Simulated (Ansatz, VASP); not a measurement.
# MgPbS3: VASP beside Ansatz, part 2 of 2

Aim: how closely do two programs agree when they are given the same cell, functional and k mesh? The cell is generated by rule, not measured, and may not be a known phase. The cell is taken from a series of runs on this material, whose earlier steps may have relaxed, scaled, displaced or heated it; both programs get it as it stands.

VASP 6.6.1 and Ansatz 0.2.0.

So far: The structure; VASP: relaxation of cell and atoms, PBEsol, pair 1; Ansatz: relaxation of cell and atoms, PBEsol, pair 1; Differences.

### 5. VASP: relaxation of cell and atoms, PBEsol, pair 2

Level of this step: PBEsol; plane waves and PAW (Mg, Pb_d, S); invented cell (VASP).

The relaxed volume is the usual yardstick between codes: in a stiff, nearly cubic crystal its relative difference is about their pressure difference at one cell divided by the bulk modulus. This pair takes another cell of the material, with 10 atoms against 5 for the pair before.

Contents of INCAR:

```
SYSTEM = MgPbS3
PREC = Accurate
ENCUT = 600
EDIFF = 1E-07
NELM = 120
ISMEAR = 1
SIGMA = 0.2
LREAL = .FALSE.
ALGO = Normal
GGA = PS
NBANDS = 44
LORBIT = 11
LWAVE = .FALSE.
LCHARG = .FALSE.
ISIF = 3
IBRION = 2
NSW = 80
EDIFFG = -0.005
LASPH = .TRUE.
GGA_COMPAT = .FALSE.
NELMIN = 4
KPAR = 2
```

Contents of POSCAR:

```
MgPbS3
1.0
    5.2041210000     -5.3004700000      0.0000000000
    5.2041210000      5.3004700000      0.0000000000
    0.0000000000      0.0000000000      5.0482970000
Mg Pb S
2 2 6
Direct
    0.1470791129      0.1470791129      0.0000000000
    0.8529207910      0.8529207910      0.0000000000
    0.2595874517      0.7404125483      0.4999999010
    0.7404125483      0.2595874517      0.4999999010
    0.4999999520      0.9999999520      0.4999999010
    0.9999999520      0.4999999520      0.4999999010
    0.5000000000      0.5000000000      0.4999999010
    0.0000000000      0.0000000000      0.4999999010
    0.1791383594      0.8208616406      0.0000000000
    0.8208616406      0.1791383594      0.0000000000
```

Contents of KPOINTS:

```
Automatic mesh
0
Gamma
6 6 8
0 0 0
```

PAW data sets: Mg, Pb_d and S (PBE family, release 64).

Command:

```bash
$ mpirun -np 2 vasp_std
```

Numbers of over 12 decimals in the logs are rounded to 6 here.

What it wrote:

```text
[banner, memory and clock lines left out]
running    2 mpi-ranks, on    1 nodes
[...]
[... a notice as in an earlier step ...]

 LDA part: xc-table for (Slater+PW92), standard interpolation
 POSCAR, INCAR and KPOINTS ok, starting setup
[...]
entering main loop
       N       E                     dE             d eps       ncg     rms          rms(c)
DAV:   1     0.646951567943E+03    0.64695E+03   -0.30955E+04  5720   0.157E+03
DAV:   2     0.577791660262E+02   -0.58917E+03   -0.56153E+03  6216   0.363E+02
DAV:   3    -0.360504973601E+02   -0.93830E+02   -0.91663E+02  7800   0.160E+02
DAV:   4    -0.410882431760E+02   -0.50377E+01   -0.49800E+01  6824   0.402E+01
[...]
DAV:  15    -0.383271789155E+02   -0.56328E-05   -0.62195E-06  6620   0.142E-02    0.689E-03
DAV:  16    -0.383271800861E+02   -0.11706E-05   -0.12565E-06  6056   0.454E-03    0.461E-03
DAV:  17    -0.383271801817E+02   -0.95575E-07   -0.47759E-07  5788   0.334E-03
   1 F= -.38327180E+02 E0= -.38335243E+02  d E =-.383272E+02
[... from here on, the cycles between the ionic steps are left out ...]
   2 F= -.38327262E+02 E0= -.38335282E+02  d E =-.821704E-04
   3 F= -.38327265E+02 E0= -.38335293E+02  d E =-.852823E-04
   4 F= -.38327295E+02 E0= -.38335341E+02  d E =-.299272E-04
   5 F= -.38327337E+02 E0= -.38335438E+02  d E =-.713496E-04
   6 F= -.38327353E+02 E0= -.38335480E+02  d E =-.162047E-04
 trial-energy change:   -0.000016  1 .order   -0.000017   -0.000024   -0.000009
 step:   2.4557(harm=  2.4557)  dis= 0.00102  next Energy=   -38.327356 (dE=-0.191E-04)
 reached required accuracy - stopping structural energy minimisation
```

From OUTCAR (step 5):

```text
  Total       -0.0009343     -0.0177851      0.0014418     -0.0000000      0.0000000      0.0000000
  in kB       -0.0053747     -0.1023155      0.0082948     -0.0000000      0.0000000      0.0000000
  external PRESSURE =      -0.0331318 kB  Pullay stress =       0.0000000 kB

 POSITION                                       TOTAL-FORCE (eV/Angst)
 -----------------------------------------------------------------------------------
      1.52511      0.00000      0.00000        -0.001979      0.000000      0.000000
      8.88032      0.00000      0.00000         0.001979      0.000000      0.000000
      5.20271      2.54829      2.52419         0.000000      0.000668      0.000000
      5.20271     -2.54829      2.52419         0.000000     -0.000668      0.000000
      7.80407      2.65084      2.52419         0.000000      0.000000      0.000000
      7.80407     -2.65084      2.52419         0.000000      0.000000      0.000000
      5.20271      0.00000      2.52419        -0.000000      0.000000      0.000000
      5.20271      5.30168      2.52419         0.000000      0.000000      0.000000
      5.20271      3.40128      0.00000         0.000000     -0.004698      0.000000
      5.20271     -3.40128      0.00000         0.000000      0.004698      0.000000
 -----------------------------------------------------------------------------------
    total drift:                                0.000252      0.000000      0.002202

  FREE ENERGIE OF THE ION-ELECTRON SYSTEM (eV)
  ---------------------------------------------------
  free  energy   TOTEN  =       -38.3273530182 eV

  energy  without entropy=      -38.3517348384  energy(sigma->0) =      -38.33548029

[... 1 part as in an earlier step ...]

[... 3 further parts left out ...]
[key lines of the parts left out:]
E-fermi :   2.3011
```

### 6. Ansatz: relaxation of cell and atoms, PBEsol, pair 2

The same cell, functional, mesh and smearing now go to Ansatz, which takes its cutoff from its data sets.

The cell is taken from a series of runs on this material, whose earlier steps may have relaxed, scaled, displaced or heated it; both programs get it as it stands.

Contents of input.yaml:

```yaml
crystal:
  lattice:
    - [5.2041205095, -5.3004700068, 0.0]
    - [5.2041205095, 5.3004700068, 0.0]
    - [0.0, 0.0, 5.0482965802]
  atoms:
    - { symbol: Mg, position: [0.1470791707, 0.1470791707, 0.0] }
    - { symbol: Mg, position: [0.8529208293, 0.8529208293, 0.0] }
    - { symbol: Pb, position: [0.2595874798, 0.7404125202, 0.5] }
    - { symbol: Pb, position: [0.7404125202, 0.2595874798, 0.5] }
    - { symbol: S, position: [0.5, 0.0, 0.5] }
    - { symbol: S, position: [0.0, 0.5, 0.5] }
    - { symbol: S, position: [0.5, 0.5, 0.5] }
    - { symbol: S, position: [0.0, 0.0, 0.5] }
    - { symbol: S, position: [0.1791383357, 0.8208616643, 0.0] }
    - { symbol: S, position: [0.8208616643, 0.1791383357, 0.0] }
kpoints:
  mp_grid: { grid: [6, 6, 8] }
hamiltonian:
  xc: pbesol
  pseudopotentials: { kind: paw, azcp: { folder: soft_1 }, xc_functional: pbe }
scf:
  occupations: { method: methfessel_paxton, width: 0.2 }
output:
  forces: true
  stress: true
  eigenvalues: true
relax:
  adjacent_minimum: "off"
  f_tol: 0.001
  max_steps: 60
  cell: { stress_tol: 0.01 }
```

Command:

```bash
$ ansatz run input.yaml --threads 8 --pin off --max-ram 16384MiB --backend cpu --events-out ev --progress --plain --runs-dir out
```

What it wrote:

```text
[...]
Crystal: 10 atoms, lattice volume = 278.507 Å³
Basis set: ecut = 420 eV, 5437 PW (Γ), exchange–correlation on 100×100×72 points (8 copies of the dense FFT grid, shifted against one another)
Bands: 52, of which v1, the nominal top of the filled ones, is band 42 counted from 1 (41 counted from 0)
Symmetry: 8 space group operations
[...]
k-points: 65 of 288
[...]
- { symbol: Mg, position: [0.8529208293, 0.8529208293, 0.0] }
    - { symbol: Pb, position: [0.259587, 0.740413, 0.5] }
    - { symbol: Pb, position: [0.740413, 0.259587, 0.5] }
    - { symbol: S, position: [0.5, 0.0, 0.5] }
    - { symbol: S, position: [0.0, 0.5, 0.5] }
    - { symbol: S, position: [0.5, 0.5, 0.5] }
    - { symbol: S, position: [0.0, 0.0, 0.5] }
    - { symbol: S, position: [0.179138, 0.8208616643, 0.0] }
    - { symbol: S, position: [0.8208616643, 0.179138, 0.0] }
[key lines of the parts left out:]
SCF converged after 8 iterations
Free energy (F): -32648.454116 eV
Fermi energy:    4.163199 eV
P = ⅓ Tr σ = 0.0059 GPa (0.059 kbar)
```

### 7. Comparison

What differs besides the data sets and the points named for the pairs above, as far as they apply: the data sets hold 84 valence electrons in Ansatz (on its PAW soft_1 files) and 68 in VASP. Total energies have different zeros and are not compared.

Compared:

| quantity | Ansatz | VASP | difference |
| --- | --- | --- | --- |
| volume (Å³) | 278.51 | 278.50 | +0.00 % |
| edge a after relaxation, in the typed setting (Å) | 7.428 | 7.428 | +0.00 % |
| edge c after relaxation, in the typed setting (Å) | 5.048 | 5.048 | +0.00 % |

### 8. Outcome

- difference in volume (relaxation of cell and atoms, PBEsol, pair 1): 0.11 %
- difference in volume (relaxation of cell and atoms, PBEsol, pair 2): 0.0023 %

**Reading.** The difference in volume is 0.11 % (relaxation of cell and atoms, PBEsol, pair 1), within the 1.2 % picked in this series as the mark of a large difference, as far as the stopping tolerances let one tell. The data sets hold unlike numbers of valence electrons (42 in Ansatz and 34 in VASP and 84 in Ansatz and 68 in VASP), so part of the differences comes from the potentials. 1 further run of this series is not shown here. How closely two codes agree says nothing of how well the functional describes the real material.

[Lines on the potential files, build, host, timing and source positions are cut from VASP's logs without a mark.]

[Logs are printed without paths, hosts, clocks, repeated set-up lines and the standing remarks that a program may print on its own settings, such as how far it seeks lower states.]

[Hosts, paths, dates, database ids (printed as entryN), source tags and the programs' standing remarks are cut or masked in the printed files.]
